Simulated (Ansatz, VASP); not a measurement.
**Cross-check of Sr (Sr(100)) between VASP and Ansatz**

Wanted: the spread between two codes on one cell, functional and k mesh.

Calculated with Ansatz 0.2.0; plane waves, with VASP 6.6.1 beside it; single point at PBEsol.

## (1) The starting structure

The cell holds 7 atoms: 7 Sr. Cell: a = 4.181 Å, b = 4.181 Å, c = 32.740 Å, α = 90.0°, β = 90.0°, γ = 90.0°. It derives from Sr. As first built, before any earlier steps moved the atoms (in the runner's words): 7 layers of fcc Sr, cut at this functional's lattice. Vacuum lies along c.

## (2) Ansatz: single point, PBEsol

Ansatz runs on its default PAW (the set named soft_2) files.

With cell and atoms fixed, the geometry can't cause a difference; cores, projectors, grids and the points listed under the comparison can.

File input.yaml:

```yaml
crystal:
  lattice:
    - [4.181421413, 0.0, 0.0]
    - [0.0, 4.181421413, 0.0]
    - [0.0, 0.0, 32.7402686166]
  atoms:
    - { symbol: Sr, position: [0.0, 0.0, 0.2293542032] }
    - { symbol: Sr, position: [0.5, 0.5, 0.3187357836] }
    - { symbol: Sr, position: [0.0, 0.0, 0.4097661585] }
    - { symbol: Sr, position: [0.5, 0.5, 0.5] }
    - { symbol: Sr, position: [0.0, 0.0, 0.5902338415] }
    - { symbol: Sr, position: [0.5, 0.5, 0.6812642164] }
    - { symbol: Sr, position: [0.0, 0.0, 0.7706457968] }
hamiltonian:
  xc: pbesol
  pseudopotentials: { kind: paw }
kpoints:
  mp_grid: { grid: [7, 7, 1] }
scf:
  occupations: { method: methfessel_paxton, width: 0.15 }
  n_extra_bands: 5
efield:
  axis: 3
  dipole_correction: true
  ramp_width: 0.04
output:
  forces: true
  eigenvalues: true
```

Command:

```
> ansatz run input.yaml --threads 4 --pin off --max-ram 9216MiB --backend cpu --events-out ev --progress --plain --runs-dir out
```

Numbers of over 12 decimals in the logs are rounded to 6 here.

The log of the run:

```text
scf.n_extra_bands = 5 over 35 filled bands (N_el = 70.0): the run solves 40 bands
Engine: ansatz 0.2.0, aarch64-unknown-linux-gnu
Pseudopotentials: kind: paw
Pseudopotential: Sr, paw, valence charge 10, recommended cutoff 420 eV (normal), Sr.paw.azcp
Functional definition: PBEsol
  exchange = pbesol_x
  correlation = pbesol_c
Crystal: 7 atoms, lattice volume = 572.440 Å³
Basis set: ecut = 420 eV, 11077 PW (Γ), exchange–correlation on 60×60×450 points (8 copies of the dense FFT grid, shifted against one another)
Bands: 40, of which v1, the nominal top of the filled ones, is band 35 counted from 1 (34 counted from 0)
Symmetry: 8 space group operations
k-points: 10 of 49
Non-local potential: Sr, projectors of the file, l = 0: 3, l = 1: 2, l = 2: 2
PAW form: soft (Blöchl's): semilocal exchange-correlation on the pseudo side does not see the compensation charge
PAW frozen core: Sr, regenerated for the run's functional, and the local potential with it (the file was generated under x = pbe(κ = 0.804, μ = 0.219515), c = pbe(β = 0.066725))
PAW one-centre angular grid: Sr, 110 points (default); XC on 64 Gauss nodes
Initial density: superposition of atomic densities (neutral atoms: chi_scale 0, normalization atom), corrected by the library's trained network
Initial wavefunctions: pseudopotential atomic-orbital guess
Functional: x = pbesol(κ = 0.804, μ = 0.123457), c = pbesol(β = 0.046)
SCF iter   1: F=—  HF=-24444.717280 eV  |F-HF|=—  |Δ(HF+E_count)|=         —  Δρ=2.77e-3  dr2=3.71e0  ethr=1.77e-3  p=0.000 e·Å  D=1.98e-14 V/Å  ΔV_dip=-0.00 eV  dr2_dipole=1.31e-7  V_vac-E_F(+/−)=2.29/2.29 eV  ⟨swp⟩=14.3  Hψ=2248  notcnv=0
efield: sawtooth ramp at fractional position 0.9800 (placed from the atoms, in the widest stretch of the axis that holds none; the zero of the levels goes with the place), width 0.0400; the density the first Hamiltonian is built on has a dipole p = 0.000 e·Å; the dipole correction subtracts the counter field D = 1.98e-14 V/Å, which shifts the + side's vacuum level by -0.00 eV against the − side's; the planar-averaged density in the ramp window peaks in size at 9.0e-6 e/Å³
preconditioner: auto → LDOS  [metal: Δε(μ)=0.027 eV  Ē_g=1.619 eV  σ=0.150 eV  W_gap=0.15  n_scr=72 (ndim 8)  ℏωp=5.8 eV  f_vac=0.316  D(μ)=11.88/eV (n_scr^D=72)  β→1.0]
SCF iter   2: F=—  HF=-24444.652364 eV  |F-HF|=—  |Δ(HF+E_count)|=   6.49e-2  S|Δr|=    0.00e0  Δρ=1.07e-3  dr2=3.05e-1  ethr=1.77e-3  p=0.000 e·Å  D=1.65e-6 V/Å  ΔV_dip=-0.00 eV  dr2_dipole=3.23e-7  V_vac-E_F(+/−)=2.47/2.47 eV  ⟨swp⟩=1.2  Hψ=482  notcnv=0
SCF iter   3: F=—  HF=-24444.646261 eV  |F-HF|=—  |Δ(HF+E_count)|=   6.10e-3  S|Δr|=    0.00e0  Δρ=6.35e-4  dr2=6.74e-2  ethr=4.35e-4  p=-0.000 e·Å  D=-3.93e-6 V/Å  ΔV_dip=0.00 eV  dr2_dipole=6.92e-9  V_vac-E_F(+/−)=2.51/2.51 eV  ⟨swp⟩=1.0  Hψ=400  notcnv=0
SCF iter   4: F=—  HF=-24444.645322 eV  |F-HF|=—  |Δ(HF+E_count)|=   9.39e-4  S|Δr|=    0.00e0  Δρ=2.03e-4  dr2=3.39e-3  ethr=9.63e-5  p=-0.000 e·Å  D=-1.48e-6 V/Å  ΔV_dip=0.00 eV  dr2_dipole=8.17e-10  V_vac-E_F(+/−)=2.52/2.52 eV  ⟨swp⟩=1.4  Hψ=411  notcnv=0
SCF iter   5: F=—  HF=-24444.645537 eV  |F-HF|=—  |Δ(HF+E_count)|=   2.15e-4  S|Δr|=    0.00e0  Δρ=6.23e-5  dr2=9.41e-5  ethr=4.85e-6  p=-0.000 e·Å  D=-5.14e-7 V/Å  ΔV_dip=0.00 eV  dr2_dipole=9.30e-10  V_vac-E_F(+/−)=2.52/2.52 eV  ⟨swp⟩=2.3  Hψ=493  notcnv=0
SCF iter   6: F=—  HF=-24444.645740 eV  |F-HF|=—  |Δ(HF+E_count)|=   2.04e-4  S|Δr|=    0.00e0  Δρ=2.78e-5  dr2=2.40e-5  ethr=1.34e-7  p=-0.000 e·Å  D=-3.81e-7 V/Å  ΔV_dip=0.00 eV  dr2_dipole=1.31e-10  V_vac-E_F(+/−)=2.52/2.52 eV  ⟨swp⟩=3.9  Hψ=818  notcnv=0
SCF iter   7: F=—  HF=-24444.645740 eV  |F-HF|=—  |Δ(HF+E_count)|=   1.44e-7  S|Δr|=    0.00e0  Δρ=1.27e-5  dr2=2.32e-6  ethr=3.43e-8  p=-0.000 e·Å  D=-6.64e-8 V/Å  ΔV_dip=0.00 eV  dr2_dipole=9.99e-11  V_vac-E_F(+/−)=2.52/2.52 eV  ⟨swp⟩=2.1  Hψ=608  notcnv=0
SCF iter   8: F=—  HF=-24444.645740 eV  |F-HF|=—  |Δ(HF+E_count)|=   3.34e-7  S|Δr|=    0.00e0  Δρ=4.15e-6  dr2=5.80e-7  ethr=3.31e-9  p=0.000 e·Å  D=1.05e-7 V/Å  ΔV_dip=-0.00 eV  dr2_dipole=1.44e-10  V_vac-E_F(+/−)=2.52/2.52 eV  ⟨swp⟩=2.4  Hψ=673  notcnv=0
SCF iter   9: F=-24444.645740 eV  HF=-24444.645740 eV  |F-HF|=3.75e-9  |Δ(HF+E_count)|=   6.08e-9  S|Δr|=    0.00e0  Δρ=1.20e-6  dr2=1.66e-8  ethr=1.43e-10  p=0.000 e·Å  D=5.32e-8 V/Å  ΔV_dip=-0.00 eV  dr2_dipole=7.61e-12  V_vac-E_F(+/−)=2.52/2.52 eV  ⟨swp⟩=12.2  Hψ=2256  notcnv=0
SCF 1 converged in 9 iterations: F = -24444.645740 eV  dr2 = 1.66e-8
  greatest PAW one-centre occupation: 0.988 electrons in one spin orbital (limit 2), on the Sr atom at site 0 (counted from 0), in its partial waves of l = 0
SCF converged after 9 iterations
Stability not checked: this state was not tested for a lower state beside it, because cold or Methfessel-Paxton smearing, or corrected tetrahedra, fill the levels in a way that the test cannot read (fill_not_monotonic; see scf.lower_state_search)
Free energy (F): -24444.645740 eV
Harris-Foulkes:  -24444.645740 eV  (|F-HF|=3.75e-9)
Internal energy: -24444.647206 eV  (E = F + TS)
E sigma→0 (E₀):  -24444.646107 eV
Entropy (-TS):   0.001467 eV (0.210 meV/atom)
Fermi energy:    2.595250 eV
Dipole field:    D = -0.000002 V/Å  (p = -0.000007 e·Å, saw-weighted, corrected)
Work function:   Φ+ = 2.5200 eV   Φ− = 2.5200 eV
Levels:          The Fermi level and band energies are counted from a zero that moves with the ramp; work functions are not
--- Per-component energies (eV) ---
  E_band       = -1126.344545
  E_kinetic    = 1690.118153
  E_local      = -24462.309861  (includes V_loc(G=0)·N_el)
  E_nonlocal   = 1430.646632
  E_hartree    = 10808.377425
  E_xc         = -1185.755197
  E_vxc        = -1109.497208  (∫ρ·V_xc dr)
  E_paw        = -18512.088545  (= ΣΔE_a)
  E_vpaw       = -292.055194  (= ΣTr[D̂ρ^β])
  E_aug_tail   = -0.000010  (compensation charges beyond the density's cutoff)
  E_efield     = 0.000000  (sawtooth field / dipole correction)
  E_vefield    = 0.000000  (∫n·V_field dr)
  E_ewald      = 5785.423766
  E_core_change = 0.940432  (= ΣΔE_core)
  E_smearing   = 0.001467  (= −TS)
  E_closure    = -0.000000  (closes the sum)
  Σ components = -24444.645740   (vs F -24444.645740, Δ=0.00e0)
--- Forces (eV/Å), atoms counted from 1 ---
  atom   1  Sr     0.00000000     0.00000000    -0.00103844
  atom   2  Sr    -0.00000000     0.00000000    -0.00303731
  atom   3  Sr    -0.00000000     0.00000000    -0.01722118
  atom   4  Sr     0.00000000     0.00000000     0.00000082
  atom   5  Sr     0.00000000     0.00000000     0.01722301
  atom   6  Sr     0.00000000     0.00000000     0.00303418
  atom   7  Sr     0.00000000     0.00000000     0.00103886
  max |Σ_I F_I| component: 5.40e-8 eV/Å
--- Band table (eV; the first three rows and the last of 10) ---
  k-point 0: bands = [... 31 lower, 0.0915, 0.7186, 1.2996, 1.7201, 2.9075, 2.9966, 3.0075, 3.0202, ... 1 higher]
  k-point 1: bands = [... 31 lower, 0.2895, 0.9068, 1.4879, 1.9183, 2.9285, 3.0242, 3.0863, 3.0986, ... 1 higher]
  k-point 2: bands = [... 31 lower, 0.8050, 1.3667, 1.9276, 2.4137, 2.6559, 2.7803, 2.9688, 3.1927, ... 1 higher]
  k-point 9: bands = [... 31 lower, 2.2562, 2.2576, 2.5096, 2.5284, 2.8956, 2.8963, 2.9504, 2.9931, ... 1 higher]
```

The job ended after 12 s (4 threads of Arm Neoverse N1, shared host; peak memory 0.83 GiB; 42 s of CPU time).

In the SCF lines HF is the Harris–Foulkes energy and dr2 the Hartree energy of the density residual, in eV; the loop may stop once dr2 is under the threshold and the program's other checks hold. Hψ counts applications of the Hamiltonian.

[end of part 1 of 2]

[Lines on the potential files, build, host, timing and source positions are cut from VASP's logs without a mark.]

[Logs are printed without paths, hosts, clocks, repeated set-up lines and the standing remarks that a program may print on its own settings, such as how far it seeks lower states.]

[Hosts, paths, dates, database ids (printed as entryN), source tags and the programs' standing remarks are cut or masked in the printed files.]
